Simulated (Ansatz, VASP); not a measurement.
**Be3B2Cl3 in VASP and in Ansatz**

```
Be B Cl
1.0
     3.75631    0.00000    0.00000
     0.00000    3.75631    0.00000
     0.00000    0.00000    9.03196
Be B Cl
3 2 3
Direct
  0.50000 0.50000 0.00000
  0.00000 0.00000 0.50000
  0.50000 0.50000 0.50000
  0.50000 0.00000 0.50000
  0.00000 0.50000 0.50000
  0.50000 0.50000 0.22016
  0.50000 0.50000 0.77984
  0.00000 0.00000 0.00000
```

Alike in both runs: functional PBE; k mesh 10 × 10 × 4; occupations gaussian, width 0.1 eV; no spin polarisation.

Ansatz relaxed the structure, and its values are those at the end. VASP's run is a single point on that final structure, the one shown.

|  | VASP | Ansatz |
| --- | --- | --- |
| version | VASP 6.6.1 | Ansatz 0.2.0 |
| potentials or method | VASP PAW PBE potentials, release 64 (Be, B, Cl) | scalar-relativistic, plane waves, PAW |
| plane-wave cutoff (eV) | 520 | 420 |
| valence electrons in the cell | 33 | 33 |

|  | VASP | Ansatz | Ansatz less VASP |
| --- | --- | --- | --- |
| gap on the k mesh at the Fermi level (eV) | none | none | - |
| pressure (GPa) | 0.0 | 0.0 | +0.04 |

A gap of «none» marks a metal or a gap that the smearing closes.

Caveats: an odd number of electrons without spin polarisation forces a metal; a magnetic or distorted state may lie lower.
